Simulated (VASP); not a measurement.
# SiSnPN with PBEsol + D3(BJ): from relaxation to properties, part 3 of 5

What structure does SiSnPN take at this level, and what are its properties? The cell is invented: it takes the structure of a Materials Project entry for SnP (space group 107 there), with some of its atoms replaced by other elements, volume scaled by an estimate. It may not be a known or stable phase.

VASP 6.6.1; PBEsol with D3(BJ); plane waves and PAW (Sn_d, P, Si, N); invented cell.

So far. Step 3 (Relaxing cell and atoms (PBEsol + D3(BJ))): It ends with a largest force of 0.009 eV/Å and a pressure of 0.02 GPa. Step 4 (Density, ELF and potential (PBEsol + D3(BJ))): In this run the pressure is 0.00 GPa, small enough to go on. The relaxed cell has a, b, c = 4.749, 4.659, 5.337 Å (conventional setting).

## (5) Band structure (PBEsol + D3(BJ))

The mesh alone shows little of the dispersion and can miss band extrema, so KPOINTS_OPT adds a path through the symmetry points after the self-consistent cycle.

The input, INCAR:

```
SYSTEM = SiSnPN
PREC = Accurate
ENCUT = 520
EDIFF = 1E-06
NELM = 100
ISMEAR = -1
SIGMA = 0.05
LREAL = .FALSE.
ALGO = Normal
GGA = PS
IVDW = 12
NBANDS = 28
LORBIT = 11
LWAVE = .FALSE.
LCHARG = .FALSE.
KPAR = 2
```

The input, POSCAR:

```
SiSnPN
1.0
    4.7487191751      0.0000000000      0.0000000000
    0.0000000000      2.3293760766      2.6682830814
    0.0000000000     -2.3293760766      2.6682830814
Sn P Si N
1 1 1 1
Direct
    0.5000000000      0.5513454820      0.5513454820
    0.0000000000      0.3917948967      0.3917948967
    0.0000000000      0.9633191844      0.9633191844
    0.5000000000      0.9495384368      0.9495384368
```

The input, KPOINTS:

```
Automatic mesh
0
Gamma
6 8 8
0 0 0
```

The input, KPOINTS_OPT:

```
Line mode
16
Line-mode
Reciprocal
  0.00000000   0.00000000   0.00000000 GAMMA
  0.00000000   0.44052652  -0.44052652 X

  0.00000000   0.44052652  -0.44052652 X
  0.00000000   0.00000000  -0.50000000 S

  0.00000000   0.00000000  -0.50000000 S
 -0.50000000   0.00000000  -0.50000000 R

 -0.50000000   0.00000000  -0.50000000 R
 -0.50000000   0.44052652  -0.44052652 A

 -0.50000000   0.44052652  -0.44052652 A
 -0.50000000   0.00000000   0.00000000 Z

 -0.50000000   0.00000000   0.00000000 Z
  0.00000000   0.00000000   0.00000000 GAMMA

  0.00000000   0.00000000   0.00000000 GAMMA
  0.00000000  -0.50000000  -0.50000000 Y

  0.00000000  -0.50000000  -0.50000000 Y
  0.00000000  -0.44052652  -0.55947348 X1

  0.00000000  -0.44052652  -0.55947348 X1
 -0.50000000  -0.44052652  -0.55947348 A1

 -0.50000000  -0.44052652  -0.55947348 A1
 -0.50000000  -0.50000000  -0.50000000 T

 -0.50000000  -0.50000000  -0.50000000 T
  0.00000000  -0.50000000  -0.50000000 Y

 -0.50000000   0.00000000   0.00000000 Z
 -0.50000000  -0.50000000  -0.50000000 T
```

The projector-augmented-wave data sets are Sn_d, P, Si and N (PBE family, release 64).

Launch:

```console
> mpirun -np 2 vasp_std
```

Output:

```text
[... set-up lines as in an earlier step ...]
 entering main loop
       N       E                     dE             d eps       ncg     rms          rms(c)
DAV:   1     0.218375814783E+03    0.21838E+03   -0.12417E+04  5296   0.127E+03
DAV:   2     0.421317066437E+01   -0.21416E+03   -0.19623E+03  5084   0.399E+02
DAV:   3    -0.237557129069E+02   -0.27969E+02   -0.27236E+02  5604   0.101E+02
DAV:   4    -0.247045140970E+02   -0.94880E+00   -0.94605E+00  5740   0.190E+01
DAV:   5    -0.247210772974E+02   -0.16563E-01   -0.16559E-01  5800   0.277E+00    0.931E+00
DAV:   6    -0.234403141202E+02    0.12808E+01   -0.88996E+00  6800   0.186E+01    0.585E+00
DAV:   7    -0.231586522456E+02    0.28166E+00   -0.13921E+00  5472   0.530E+00    0.313E+00
DAV:   8    -0.231363021981E+02    0.22350E-01   -0.22181E-01  5392   0.223E+00    0.807E-01
DAV:   9    -0.231325644549E+02    0.37377E-02   -0.10109E-02  6068   0.581E-01    0.283E-01
DAV:  10    -0.231325424421E+02    0.22013E-04   -0.22605E-03  5708   0.305E-01    0.116E-01
DAV:  11    -0.231325400295E+02    0.24125E-05   -0.94285E-05  6188   0.690E-02    0.453E-02
DAV:  12    -0.231325451958E+02   -0.51662E-05   -0.14344E-05  5856   0.209E-02    0.870E-03
DAV:  13    -0.231325448966E+02    0.29920E-06   -0.73462E-07  3288   0.597E-03
   1 F= -.24434201E+02 E0= -.24428413E+02  d E =-.115776E-01
 Start KPOINTS_OPT (optional k-point list driver)
k-point batch [1-84\192]
       N       E                     dE             ncg
DAV:   1     0.142600157512E+05   -0.56075E+05     5352
DAV:   2    -0.342056933052E+04   -0.17681E+05     5044
DAV:   3    -0.572133004001E+04   -0.23008E+04     5628
DAV:   4    -0.579909197099E+04   -0.77762E+02     5744
DAV:   5    -0.580049079485E+04   -0.13988E+01     5848
DAV:   6    -0.580054251261E+04   -0.51718E-01     5840
DAV:   7    -0.580054572995E+04   -0.32173E-02     6896
DAV:   8    -0.580054575697E+04   -0.27025E-04     5272
DAV:   9    -0.580054575833E+04   -0.13538E-05     3968
DAV:  10    -0.580054575848E+04   -0.15696E-06     3376
[...]
k-point batch [169-192\192]
       N       E                     dE             ncg
DAV:   1     0.713296941922E+05   -0.16950E+05     1556
DAV:   2     0.663092357468E+05   -0.50205E+04     1420
DAV:   3     0.656620916885E+05   -0.64714E+03     1624
DAV:   4     0.656406261072E+05   -0.21466E+02     1700
DAV:   5     0.656402354710E+05   -0.39064E+00     1692
DAV:   6     0.656402212015E+05   -0.14270E-01     1736
DAV:   7     0.656402203327E+05   -0.86883E-03     1948
DAV:   8     0.656402203258E+05   -0.68790E-05     1556
DAV:   9     0.656402203255E+05   -0.26319E-06     1196
```

Run time: 4.1 min. Hardware: 2 MPI ranks of AMD EPYC 7R43, shared host; peak memory 0.63 GiB; 8.2 min of CPU time.

From OUTCAR (step 5):

```text
   k-points           NKPTS =     84   k-points in BZ     NKDIM =     84   number of bands    NBANDS=     28

   NELECT =      28.0000    total number of electrons

 E-fermi :   9.7827

 k-point     1 :       0.0000    0.0000    0.0000
  band No.  band energies     occupation
    ...
     11       5.9250      2.00000
     12       7.2725      2.00000
     13       7.8949      2.00000
     14       7.9630      2.00000
     15       8.4675      2.00000
     16      10.5022      0.00000
     17      14.6099      0.00000
     18      14.9601      0.00000
     19      15.4548      0.00000
     20      15.7927      0.00000
    ...

 Edisp (eV)   -1.30166

  Total       0.01550    -0.01514     0.00442     0.00000     0.00000     0.00000
  in kB       0.42071    -0.41096     0.12001     0.00000     0.00000     0.00000
  external pressure =        0.04 kB  Pullay stress =        0.00 kB

 POSITION                                       TOTAL-FORCE (eV/Angst)
 -----------------------------------------------------------------------------------
      2.37436      0.00000      2.94229         0.000000      0.000000      0.005889
      0.00000      0.00000      2.09084         0.000000      0.000000      0.004765
      0.00000      0.00000      5.14082         0.000000      0.000000     -0.008991
      2.37436      0.00000      5.06727         0.000000      0.000000     -0.001663
 -----------------------------------------------------------------------------------
    total drift:                                0.000000      0.000000     -0.000116

  FREE ENERGIE OF THE ION-ELECTRON SYSTEM (eV)
  ---------------------------------------------------
  free  energy   TOTEN  =       -24.4342013109 eV

  energy  without entropy=      -24.4226237352  energy(sigma->0) =      -24.42841252

[... 9 parts as in an earlier step ...]

[... 7 further parts left out ...]
```

Spin-orbit coupling is off here; with elements this heavy it splits and shifts levels by tenths of an eV or more.

Numbers from this step:

```
bands    : 28
pressure : 0.004325 GPa
```

Electronic bands along the path, in eV, zero at the Fermi level; # counts the bands kept, so #1 is VASP's band 8:

| point | #4 | #5 | #6 | #7 | #8 | #9 | #10 | #11 |
| --- | --- | --- | --- | --- | --- | --- | --- | --- |
| Γ | -3.86 | -2.51 | -1.89 | -1.82 | -1.32 | 0.72 | 4.83 | 5.18 |
| 0.47 of the way | -4.81 | -3.25 | -3.25 | -0.27 | 1.62 | 2.81 | 3.42 | 4.11 |
| X | -4.91 | -4.58 | -4.01 | -3.82 | -1.53 | 0.80 | 2.90 | 5.78 |
| 0.53 of the way | -5.17 | -4.83 | -3.97 | -1.63 | 0.75 | 2.36 | 3.01 | 4.50 |
| S | -5.13 | -3.65 | -2.52 | 0.07 | 0.58 | 1.44 | 3.40 | 3.41 |
| 0.47 of the way | -3.66 | -3.32 | -2.34 | 0.42 | 0.55 | 1.20 | 1.80 | 3.25 |
| R | -3.14 | -2.28 | -1.64 | -0.85 | 0.34 | 1.69 | 2.91 | 3.30 |
| 0.47 of the way | -4.97 | -3.10 | -2.60 | -0.42 | 0.33 | 2.72 | 3.73 | 3.94 |
| A | -6.39 | -5.56 | -4.94 | -0.80 | 1.80 | 2.33 | 3.95 | 5.02 |
| 0.53 of the way | -5.00 | -2.38 | -1.83 | 1.08 | 2.00 | 2.36 | 2.60 | 3.80 |
| Z | -3.77 | -3.55 | -3.49 | -0.87 | 0.45 | 1.21 | 3.78 | 3.99 |
| 0.47 of the way | -3.89 | -3.17 | -3.05 | -2.20 | 0.95 | 1.03 | 3.92 | 4.68 |
| Γ | -3.86 | -2.51 | -1.89 | -1.82 | -1.32 | 0.72 | 4.83 | 5.18 |
| 0.47 of the way | -5.23 | -3.35 | -2.92 | -1.81 | -0.44 | 2.76 | 3.79 | 4.03 |
| Y | -4.97 | -4.22 | -4.02 | -3.77 | -2.13 | 0.71 | 2.57 | 5.88 |
| 0.47 of the way | -4.95 | -4.33 | -3.97 | -3.83 | -1.98 | 0.73 | 2.65 | 5.86 |
| X1 | -4.91 | -4.58 | -4.01 | -3.82 | -1.53 | 0.80 | 2.90 | 5.78 |
| 0.53 of the way | -6.32 | -5.00 | -4.19 | -2.63 | 0.58 | 2.16 | 3.30 | 4.57 |
| A1 | -6.39 | -5.56 | -4.94 | -0.80 | 1.80 | 2.33 | 3.95 | 5.02 |
| 0.47 of the way | -6.26 | -6.11 | -5.45 | -0.82 | 1.86 | 2.43 | 4.00 | 5.15 |
| T | -6.50 | -6.02 | -5.85 | -0.83 | 1.87 | 2.49 | 4.05 | 5.04 |
| 0.47 of the way | -5.72 | -5.11 | -5.08 | -2.68 | 0.68 | 2.14 | 3.45 | 4.06 |
| Y | -4.97 | -4.22 | -4.02 | -3.77 | -2.13 | 0.71 | 2.57 | 5.88 |
| jump to Z | -3.77 | -3.55 | -3.49 | -0.87 | 0.45 | 1.21 | 3.78 | 3.99 |
| 0.53 of the way | -5.15 | -3.49 | -3.23 | -1.02 | 0.22 | 3.33 | 3.37 | 4.15 |
| T | -6.50 | -6.02 | -5.85 | -0.83 | 1.87 | 2.49 | 4.05 | 5.04 |

Of the projections kept (Sn, P, Si, N), the largest for each band there; the rest of the weight can lie on other orbitals:

| point | #4 | #5 | #6 | #7 | #8 | #9 | #10 | #11 |
| --- | --- | --- | --- | --- | --- | --- | --- | --- |
| Γ | N 0.43 | N 0.54 | N 0.52 | N 0.39 | P 0.39 | Sn 0.46 | Si 0.54 | Sn 0.63 |
| X | N 0.56 | N 0.35 | P 0.45 | N 0.37 | Sn 0.61 | Sn 0.79 | Sn 0.70 | N 0.54 |
| S | P 0.46 | N 0.53 | P 0.49 | Sn 0.39 | Sn 0.39 | Si 0.48 | N 0.67 | N 0.35 |
| R | P 0.59 | N 0.63 | N 0.52 | N 0.44 | Si 0.55 | Si 0.64 | Sn 0.45 | Si 0.45 |
| A | N 0.48 | Si 0.40 | Sn 0.45 | N 0.75 | Si 0.71 | N 0.41 | N 0.61 | Sn 0.82 |
| Z | N 0.72 | P 0.54 | N 0.69 | Si 0.44 | Sn 0.45 | Si 0.53 | P 0.34 | Sn 0.87 |

There is no gap at this level.

## (6) Density of states (PBEsol + D3(BJ))

Here the states are counted by energy and projected on the atoms. The mesh is finer than in the run before.

Changes to INCAR since step 5:

```diff
@@ -5,3 +5,3 @@
 NELM = 100
-ISMEAR = -1
+ISMEAR = -5
 SIGMA = 0.05
@@ -16 +16,2 @@
 KPAR = 2
+NEDOS = 2001
```

POSCAR is that of step 5.

The input, KPOINTS:

```
Automatic mesh
0
Gamma
8 11 11
0 0 0
```

Launch:

```console
> mpirun -np 2 vasp_std
```

Output:

```text
[... set-up lines as in an earlier step ...]
 entering main loop
       N       E                     dE             d eps       ncg     rms          rms(c)
DAV:   1     0.216237893334E+03    0.21624E+03   -0.12440E+04 11348   0.127E+03
DAV:   2     0.346298116145E+01   -0.21277E+03   -0.19530E+03 10812   0.394E+02
DAV:   3    -0.238079509330E+02   -0.27271E+02   -0.26620E+02 12092   0.100E+02
DAV:   4    -0.247054893089E+02   -0.89754E+00   -0.89509E+00 12448   0.185E+01
DAV:   5    -0.247215021586E+02   -0.16013E-01   -0.16010E-01 12540   0.273E+00    0.931E+00
DAV:   6    -0.234512610297E+02    0.12702E+01   -0.89616E+00 14476   0.187E+01    0.585E+00
DAV:   7    -0.231612791403E+02    0.28998E+00   -0.14389E+00 11644   0.533E+00    0.312E+00
DAV:   8    -0.231389256848E+02    0.22353E-01   -0.22427E-01 11592   0.224E+00    0.812E-01
DAV:   9    -0.231357863640E+02    0.31393E-02   -0.10672E-02 13024   0.592E-01    0.280E-01
DAV:  10    -0.231357128682E+02    0.73496E-04   -0.23275E-03 12216   0.308E-01    0.118E-01
DAV:  11    -0.231357017497E+02    0.11119E-04   -0.10266E-04 12936   0.703E-02    0.471E-02
DAV:  12    -0.231357051010E+02   -0.33513E-05   -0.17458E-05 12480   0.227E-02    0.934E-03
DAV:  13    -0.231357084829E+02   -0.33819E-05   -0.96738E-07  7260   0.677E-03    0.509E-03
DAV:  14    -0.231357077569E+02    0.72600E-06   -0.20596E-07  6816   0.303E-03
   1 F= -.24437364E+02 E0= -.24437364E+02  d E =0.000000E+00
 -----------------------------------------------------------------------------
|                                                                             |
|           W    W    AA    RRRRR   N    N  II  N    N   GGGG   !!!           |
|           W    W   A  A   R    R  NN   N  II  NN   N  G    G  !!!           |
|           W    W  A    A  R    R  N N  N  II  N N  N  G       !!!           |
|           W WW W  AAAAAA  RRRRR   N  N N  II  N  N N  G  GGG   !            |
|           WW  WW  A    A  R   R   N   NN  II  N   NN  G    G                |
|           W    W  A    A  R    R  N    N  II  N    N   GGGG   !!!           |
|                                                                             |
|     Tetrahedron method does not include variations of the Fermi             |
|     occupations, so forces and stress will be inaccurate. We suggest        |
|     using a different smearing scheme ISMEAR = 1 or 2 for metals in         |
|     relaxations.                                                            |
|                                                                             |
 -----------------------------------------------------------------------------
```

Run time: 3.8 min. Hardware: 2 MPI ranks; peak memory 0.74 GiB; 7.5 min of CPU time.

From OUTCAR (step 6):

```text
   k-points           NKPTS =    180   k-points in BZ     NKDIM =    180   number of bands    NBANDS=     28

   NELECT =      28.0000    total number of electrons

 E-fermi :   9.7621

 k-point     1 :       0.0000    0.0000    0.0000
  band No.  band energies     occupation
    ...
     11       5.9229      2.00000
     12       7.2728      2.00000
     13       7.8902      2.00000
     14       7.9610      2.00000
     15       8.4687      2.12583
     16      10.5083      0.00000
     17      14.6165      0.00000
     18      14.9611      0.00000
     19      15.4597      0.00000
     20      15.7902      0.00000
    ...

 Edisp (eV)   -1.30166

  Total      -0.46493     0.21000     0.10391     0.00000     0.00000     0.00000
  in kB     -12.61879     5.69972     2.82025     0.00000     0.00000     0.00000
  external pressure =       -1.37 kB  Pullay stress =        0.00 kB

 POSITION                                       TOTAL-FORCE (eV/Angst)
 -----------------------------------------------------------------------------------
      2.37436      0.00000      2.94229         0.000000      0.000000      0.025538
      0.00000      0.00000      2.09084         0.000000      0.000000      0.020465
      0.00000      0.00000      5.14082         0.000000      0.000000     -0.004865
      2.37436      0.00000      5.06727         0.000000      0.000000     -0.041138
 -----------------------------------------------------------------------------------
    total drift:                                0.000000      0.000000      0.000086

  FREE ENERGIE OF THE ION-ELECTRON SYSTEM (eV)
  ---------------------------------------------------
  free  energy   TOTEN  =       -24.4373641712 eV

  energy  without entropy=      -24.4373641712  energy(sigma->0) =      -24.43736417

[... 6 parts as in an earlier step ...]

[... 10 further parts left out ...]
```

With tetrahedra the forces and stress of a metal are not exact derivatives of the energy.

This step gave:

| Item | Value |
| --- | --- |
| SCF cycles | 14 |
| irreducible k-points | 180 |
| free energy (TOTEN) | -24.44 eV |
| Fermi energy | 9.762 eV |
| pressure | -0.1366 GPa |
| DOS at the Fermi level | 1.084 states/eV/cell |

The density of states has structure finer than the step of the table below, so its rows give means over 0.5 eV, whole bins alone (the curve runs from -12.0 to 7.43 eV). Peaks (eV: height): total -3.91: 2.86, 3.82: 2.63, 4.74: 2.64, 5.22: 3.00; N p -3.91: 0.638, -2.95: 0.661, -1.91: 0.370, 3.49: 0.326; P p -3.91: 0.338, -2.95: 0.335, -2.47: 0.276, 5.22: 0.228; Sn p 3.82: 0.346, 4.34: 0.401, 5.22: 0.456, 6.95: 0.461; Si p 3.53: 0.248, 3.82: 0.246, 5.22: 0.292, 6.58: 0.191.

States under -12.0 eV and over 7.4 eV are left out. Density of states against energy, zero at the Fermi level; means over each step; 7 of 8 lines; values in states/eV/cell:

| energy (eV) | total | N p | P p | Sn p | Si p | Sn s | Si s |
| --- | --- | --- | --- | --- | --- | --- | --- |
| -11.5 | 0.187 | 5.0e-4 | 6.1e-4 | 0.00493 | 0.00330 | 0.00814 | 0.00295 |
| -11.0 | 0 | 0 | 0 | 0 | 0 | 0 | 0 |
| -10.5 | 0 | 0 | 0 | 0 | 0 | 0 | 0 |
| -10.0 | 0.182 | 0.00668 | 0.0179 | 0.00289 | 0.00177 | 0.00722 | 0.0444 |
| -9.5 | 0.734 | 0.0332 | 0.0674 | 0.0104 | 0.00791 | 0.0877 | 0.142 |
| -9.0 | 1.63 | 0.0804 | 0.150 | 0.0274 | 0.0267 | 0.269 | 0.248 |
| -8.5 | 1.40 | 0.0849 | 0.118 | 0.0351 | 0.0259 | 0.304 | 0.141 |
| -8.0 | 1.35 | 0.0914 | 0.111 | 0.0477 | 0.0298 | 0.281 | 0.103 |
| -7.5 | 1.06 | 0.0754 | 0.0964 | 0.0541 | 0.0312 | 0.171 | 0.0630 |
| -7.0 | 1.05 | 0.0760 | 0.117 | 0.0633 | 0.0530 | 0.111 | 0.0523 |
| -6.5 | 1.07 | 0.0786 | 0.136 | 0.0816 | 0.0655 | 0.0579 | 0.0604 |
| -6.0 | 1.22 | 0.138 | 0.137 | 0.110 | 0.0720 | 0.0591 | 0.0504 |
| -5.5 | 1.51 | 0.222 | 0.153 | 0.134 | 0.0920 | 0.0672 | 0.0395 |
| -5.0 | 1.76 | 0.306 | 0.174 | 0.149 | 0.111 | 0.0675 | 0.0323 |
| -4.5 | 1.97 | 0.392 | 0.206 | 0.172 | 0.116 | 0.0519 | 0.0272 |
| -4.0 | 2.49 | 0.547 | 0.289 | 0.228 | 0.130 | 0.0422 | 0.0321 |
| -3.5 | 2.28 | 0.541 | 0.290 | 0.207 | 0.107 | 0.0284 | 0.0232 |
| -3.0 | 2.28 | 0.586 | 0.299 | 0.189 | 0.0898 | 0.0259 | 0.0386 |
| -2.5 | 1.69 | 0.465 | 0.231 | 0.113 | 0.0600 | 0.0181 | 0.0303 |
| -2.0 | 1.24 | 0.328 | 0.158 | 0.0609 | 0.0578 | 0.0256 | 0.0424 |
| -1.5 | 0.920 | 0.159 | 0.0734 | 0.0584 | 0.0755 | 0.0477 | 0.0753 |
| -1.0 | 0.832 | 0.120 | 0.0427 | 0.0618 | 0.0759 | 0.0570 | 0.0789 |
| -0.5 | 0.861 | 0.100 | 0.0430 | 0.0697 | 0.0826 | 0.0783 | 0.0573 |
| 0.0 | 0.974 | 0.111 | 0.0562 | 0.0813 | 0.0835 | 0.105 | 0.0387 |
| 0.5 | 1.40 | 0.140 | 0.0938 | 0.0947 | 0.125 | 0.130 | 0.0361 |
| 1.0 | 1.65 | 0.180 | 0.127 | 0.0887 | 0.137 | 0.147 | 0.0455 |
| 1.5 | 1.57 | 0.124 | 0.123 | 0.0989 | 0.132 | 0.0669 | 0.0648 |
| 2.0 | 1.73 | 0.181 | 0.0935 | 0.146 | 0.115 | 0.0603 | 0.0522 |
| 2.5 | 1.79 | 0.208 | 0.109 | 0.162 | 0.138 | 0.0959 | 0.0436 |
| 3.0 | 1.69 | 0.168 | 0.0959 | 0.144 | 0.153 | 0.0486 | 0.0345 |
| 3.5 | 2.18 | 0.254 | 0.0932 | 0.210 | 0.204 | 0.0385 | 0.0341 |
| 4.0 | 2.40 | 0.253 | 0.122 | 0.337 | 0.225 | 0.0456 | 0.0369 |
| 4.5 | 2.53 | 0.273 | 0.148 | 0.389 | 0.223 | 0.0369 | 0.0440 |
| 5.0 | 2.35 | 0.247 | 0.162 | 0.348 | 0.219 | 0.0271 | 0.0505 |
| 5.5 | 1.92 | 0.211 | 0.157 | 0.266 | 0.178 | 0.0251 | 0.0398 |
| 6.0 | 1.58 | 0.168 | 0.145 | 0.212 | 0.147 | 0.0230 | 0.0260 |
| 6.5 | 2.06 | 0.168 | 0.178 | 0.323 | 0.159 | 0.0229 | 0.0258 |
| 7.0 | 2.20 | 0.163 | 0.187 | 0.362 | 0.170 | 0.0220 | 0.0221 |

The finer mesh and the other smearing move the Fermi level by -0.02 eV from the 6×8×8 run, a small shift, which tests the Fermi level alone. Of the states within 0.3 eV of the Fermi level, the largest shares in the PAW spheres are N p 11 %, Sn s 11 % and Si p 9 %. The rest lies in smaller channels or between the spheres.

(Part 3 of 5 ends here.)

[Lines on the potential files, build, host, timing and source positions are cut from VASP's logs without a mark.]

[Logs are printed without paths, hosts, clocks, repeated set-up lines and the standing remarks that a program may print on its own settings, such as how far it seeks lower states.]

[Hosts, paths, dates, database ids (printed as entryN), source tags and the programs' standing remarks are cut or masked in the printed files.]

[A measured line is paired with the nearest computed mode of its activity, which favours agreement.]
